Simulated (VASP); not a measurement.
Computed with r2SCAN meta-GGA, VASP's PBE PAW potentials (set 64) (plane waves; VASP).

VASP input:

File KPOINTS:
```
Automatic mesh
0
Gamma
9 9 9
0 0 0
```

**INCAR**
```
SYSTEM = CdS
PREC = Accurate; ENCUT = 520; LREAL = .FALSE.
LASPH = .TRUE.
EDIFF = 1E-7; NELM = 100; ALGO = Normal
LMAXMIX = 4; LMIXTAU = .TRUE.
ISMEAR = -5
METAGGA = R2SCAN
ISIF = 2
LWAVE = .FALSE.; LCHARG = .FALSE.; LORBIT = 11
NEDOS = 601
```

File POSCAR:
```
CdS
1
    0.0000000000     2.9437321143     2.9437321143
    2.9437321143     0.0000000000     2.9437321143
    2.9437321143     2.9437321143     0.0000000000
Cd S
1 1
Direct
  0.0000000000   0.0000000000   0.0000000000
  0.2500000000   0.2500000000   0.2500000000
```

KPOINTS_OPT:
```
k-points along high-symmetry lines
10
Line-mode
Reciprocal
  0.000000   0.000000   0.000000 ! GAMMA
 -0.500000  -0.500000   0.000000 ! X

 -0.500000  -0.500000   0.000000 ! X
 -0.375000  -0.375000   0.250000 ! U

 -0.375000  -0.000000   0.375000 ! K
  0.000000   0.000000   0.000000 ! GAMMA

  0.000000   0.000000   0.000000 ! GAMMA
  0.000000   0.000000   0.500000 ! L

  0.000000   0.000000   0.500000 ! L
 -0.500000  -0.250000   0.250000 ! W

 -0.500000  -0.250000   0.250000 ! W
 -0.500000  -0.500000   0.000000 ! X
```

POTCAR, in this order: Cd S (PBE.64 set). Program: vasp_std.

Task: What will the output report for the number of irreducible k-points (NKPTS), largest plane-wave count, number of space-group operations, FFT grid (NGX, NGY, NGZ)?

Result: 
| Quantity | Result |
|---|---|
| number of irreducible k-points (NKPTS) | 35 |
| largest plane-wave count | 1387 |
| number of space-group operations | 24 |
| FFT grid (NGX, NGY, NGZ) | 32 × 32 × 32 |

The compound is CdS in the zinc blende structure, a metastable form; wurtzite is the usual one. It was relaxed first.
